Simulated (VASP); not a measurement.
All values below come from r2SCAN+rVV10, VASP's PBE PAW potentials (set 64) (plane waves; VASP).

Input for VASP

File KPOINTS:
```
Automatic mesh
0
G
  12 12 8
```

File POSCAR:
```
TiAl
1.0
  2.8300000000   0.0000000000   0.0000000000
  0.0000000000   2.8300000000   0.0000000000
  0.0000000000   0.0000000000   4.0700000000
Ti Al
1 1
Cartesian
  0.0000000000   0.0000000000   0.0000000000
  1.4150000000   1.4150000000   2.0350000000
```

**INCAR**
```
SYSTEM = TiAl
PREC = Accurate
ENCUT = 520
EDIFF = 1E-6
NELM = 100
ALGO = Normal
LREAL = .FALSE.
LASPH = .TRUE.
ISMEAR = 1
SIGMA = 0.1
METAGGA = R2SCAN
LUSE_VDW = .TRUE.
BPARAM = 11.95
CPARAM = 0.0093
LMIXTAU = .TRUE.
LMAXMIX = 4
LWAVE = .FALSE.
LCHARG = .FALSE.
IBRION = 2
ISIF = 3
NSW = 60
EDIFFG = -0.01
```

POTCAR, in this order: Ti_sv Al (PBE.64 set). Program: vasp_std.

Output

File OSZICAR:
```
       N       E                     dE             d eps       ncg     rms          rms(c)
DAV:   1     0.844589575503E+02    0.84459E+02   -0.76601E+03  3080   0.142E+03
DAV:   2    -0.184991807904E+02   -0.10296E+03   -0.10031E+03  3113   0.349E+02
DAV:   3    -0.247007336255E+02   -0.62016E+01   -0.59590E+01  4977   0.835E+01
DAV:   4    -0.249258559197E+02   -0.22512E+00   -0.22310E+00  3901   0.134E+01
DAV:   5    -0.249363229254E+02   -0.10467E-01   -0.10453E-01  4492   0.264E+00    0.113E+01
DAV:   6    -0.206652335560E+02    0.42711E+01   -0.15423E+01  4459   0.564E+01    0.308E+00
DAV:   7    -0.200559912583E+02    0.60924E+00   -0.17048E+00  3647   0.159E+01    0.184E+00
DAV:   8    -0.201717971760E+02   -0.11581E+00   -0.61462E-01  3836   0.677E+00    0.126E+00
DAV:   9    -0.202033740140E+02   -0.31577E-01   -0.56685E-02  3727   0.317E+00    0.691E-01
DAV:  10    -0.202087193232E+02   -0.53453E-02   -0.16918E-01  3237   0.512E+00    0.225E-01
DAV:  11    -0.202458404527E+02   -0.37121E-01   -0.27267E-02  3172   0.186E+00    0.870E-02
DAV:  12    -0.202466341092E+02   -0.79366E-03   -0.84960E-04  3988   0.348E-01    0.620E-02
DAV:  13    -0.202463891736E+02    0.24494E-03   -0.12232E-03  3143   0.486E-01    0.428E-02
DAV:  14    -0.202469177505E+02   -0.52858E-03   -0.48303E-04  3152   0.243E-01    0.130E-02
DAV:  15    -0.202469210530E+02   -0.33026E-05   -0.12887E-05  3703   0.468E-02    0.130E-02
DAV:  16    -0.202469235787E+02   -0.25257E-05   -0.19909E-06  2657   0.177E-02    0.115E-02
DAV:  17    -0.202469211622E+02    0.24165E-05   -0.26206E-05  3472   0.311E-02    0.424E-03
DAV:  18    -0.202469207407E+02    0.42144E-06   -0.10063E-06  2182   0.118E-02
   1 F= -.20246921E+02 E0= -.20247067E+02  d E =-.202469E+02
       N       E                     dE             d eps       ncg     rms          rms(c)
DAV:   1    -0.204681767478E+02   -0.22126E+00   -0.47515E+00  3469   0.352E+01    0.404E+00
DAV:   2    -0.202581769015E+02    0.21000E+00   -0.13668E+00  3641   0.158E+01    0.936E-01
DAV:   3    -0.202437433364E+02    0.14434E-01   -0.89510E-02  3792   0.294E+00    0.314E-01
DAV:   4    -0.202442704808E+02   -0.52714E-03   -0.20836E-02  3731   0.138E+00    0.171E-01
DAV:   5    -0.202472885676E+02   -0.30181E-02   -0.10079E-02  4251   0.854E-01    0.177E-01
DAV:   6    -0.202478194283E+02   -0.53086E-03   -0.95171E-04  4720   0.294E-01    0.113E-01
DAV:   7    -0.202490316776E+02   -0.12122E-02   -0.16489E-03  3496   0.463E-01    0.425E-02
DAV:   8    -0.202489823042E+02    0.49373E-04   -0.19686E-04  3423   0.198E-01    0.429E-02
DAV:   9    -0.202489909184E+02   -0.86143E-05   -0.26615E-05  3408   0.771E-02    0.739E-03
DAV:  10    -0.202489869564E+02    0.39620E-05   -0.41401E-06  3214   0.313E-02    0.585E-03
DAV:  11    -0.202489906031E+02   -0.36467E-05   -0.35805E-06  3133   0.182E-02    0.229E-03
DAV:  12    -0.202489908469E+02   -0.24383E-06   -0.12888E-06  1938   0.185E-02
   2 F= -.20248991E+02 E0= -.20249195E+02  d E =-.207011E-02
       N       E                     dE             d eps       ncg     rms          rms(c)
DAV:   1    -0.202914735470E+02   -0.42483E-01   -0.84729E-01  3519   0.151E+01    0.176E+00
DAV:   2    -0.202542983551E+02    0.37175E-01   -0.29585E-01  3703   0.709E+00    0.409E-01
DAV:   3    -0.202505219703E+02    0.37764E-02   -0.20985E-02  3692   0.146E+00    0.128E-01
DAV:   4    -0.202505977206E+02   -0.75750E-04   -0.38005E-03  3727   0.560E-01    0.623E-02
DAV:   5    -0.202511896613E+02   -0.59194E-03   -0.22539E-03  4187   0.380E-01    0.840E-02
DAV:   6    -0.202512426012E+02   -0.52940E-04   -0.20101E-04  4810   0.142E-01    0.641E-02
DAV:   7    -0.202514750108E+02   -0.23241E-03   -0.43514E-04  3417   0.243E-01    0.211E-02
DAV:   8    -0.202514651975E+02    0.98133E-05   -0.36220E-05  3529   0.875E-02    0.181E-02
DAV:   9    -0.202514639500E+02    0.12476E-05   -0.31826E-06  3229   0.223E-02    0.692E-03
DAV:  10    -0.202514620093E+02    0.19407E-05   -0.35943E-06  3092   0.337E-02    0.381E-03
DAV:  11    -0.202514620539E+02   -0.44625E-07   -0.29588E-07  1546   0.672E-03
   3 F= -.20251462E+02 E0= -.20251637E+02  d E =-.454131E-02
```

File OUTCAR:
```
------------------------ aborting loop because EDIFF is reached ----------------------------------------
  FORCE on cell =-STRESS in cart. coord.  units (eV):
  Direction    XX          YY          ZZ          XY          YZ          ZX
  --------------------------------------------------------------------------------------
  Total       -0.0017267     -0.0017267      0.0172080      0.0000000      0.0000000      0.0000000
  in kB       -0.0865336     -0.0865336      0.8623739      0.0000000      0.0000000      0.0000000
  external PRESSURE =       0.2297689 kB  Pullay stress =       0.0000000 kB
  volume of cell :       31.97
      direct lattice vectors                 reciprocal lattice vectors
     2.811189894  0.000000000  0.000000000     0.355721256  0.000000000  0.000000000
     0.000000000  2.811189894 -0.000000000     0.000000000  0.355721256 -0.000000000
     0.000000000  0.000000000  4.045439613     0.000000000  0.000000000  0.247191924
 POSITION                                       TOTAL-FORCE (eV/Angst)
 -----------------------------------------------------------------------------------
      0.00000      0.00000      0.00000         0.000000     -0.000000      0.000000
      1.40559      1.40559      2.02272         0.000000      0.000000      0.000000
 -----------------------------------------------------------------------------------
    total drift:                                0.000000      0.000000      0.000000
  FREE ENERGIE OF THE ION-ELECTRON SYSTEM (eV)
  ---------------------------------------------------
  free  energy   TOTEN  =       -20.2514620539 eV

  energy  without entropy=      -20.2519883247  energy(sigma->0) =      -20.25163748

 reached required accuracy - stopping structural energy minimisation
```
(Selected blocks of OUTCAR.)

### CONTCAR
```
TiAl
   1.00000000000000
     2.8111898939884763    0.0000000000000000    0.0000000000000000
     0.0000000000000000    2.8111898939884763   -0.0000000000000000
     0.0000000000000000    0.0000000000000000    4.0454396128472405
  Ti              Al
     1     1
Direct
     0.0000000000000000    0.0000000000000000    0.0000000000000000
     0.5000000000000000    0.5000000000000000    0.5000000000000000
```

OUTCAR:
```
 val. band max:        8.4306857769   @ k =   0.4167   0.4167   0.0000

 cond. band min:       8.4700882901   @ k =   0.4167   0.1667   0.3750


 Fermi energy:         8.4361020527

 k-point     1 :       0.0000    0.0000    0.0000
  band No.  band energies     occupation
      1     -50.4600      2.00000
      2     -25.8349      2.00000
      3     -25.3440      2.00000
      4     -25.3440      2.00000
      5      -1.1799      2.00000
      6       6.4777      2.00000
      7       7.4928      2.00000
      8       8.0029      2.00000
      9      10.8600      0.00000
     10      10.8600      0.00000
     11      12.2115      0.00000

 k-point     2 :       0.0833    0.0000    0.0000
  band No.  band energies     occupation
      1     -50.4556      2.00000
      2     -25.8307      2.00000
      3     -25.3801      2.00000
      4     -25.3410      2.00000
      5      -1.0342      2.00000
      6       6.5945      2.00000
      7       7.5460      2.00000
      8       7.8902      2.00000
      9      10.8844      0.00000
     10      11.0027      0.00000
     11      12.0678      0.00000

 k-point     3 :       0.1667    0.0000    0.0000
  band No.  band energies     occupation
      1     -50.4438      2.00000
      2     -25.8189      2.00000
      3     -25.4780      2.00000
      4     -25.3327      2.00000
      5      -0.6023      2.00000
      6       6.9020      2.00000
      7       7.6088      2.00000
      8       7.6347      2.00000
      9      10.9520      0.00000
     10      11.3942      0.00000
     11      11.7091      0.00000

 k-point     4 :       0.2500    0.0000    0.0000
  band No.  band energies     occupation
      1     -50.4275      2.00000
      2     -25.8028      2.00000
      3     -25.6100      2.00000
      4     -25.3214      2.00000
      5       0.1011      2.00000
      6       7.2017      2.00000
      7       7.2665      2.00000
      8       7.5443      2.00000
      9      11.0463      0.00000
...
```

The compound is TiAl in the L1_0 structure. This run relaxes it. Symmetry was kept, so distortions that lower it aren't found. The electron count is odd and the run is not spin-polarised, which forces a metal.
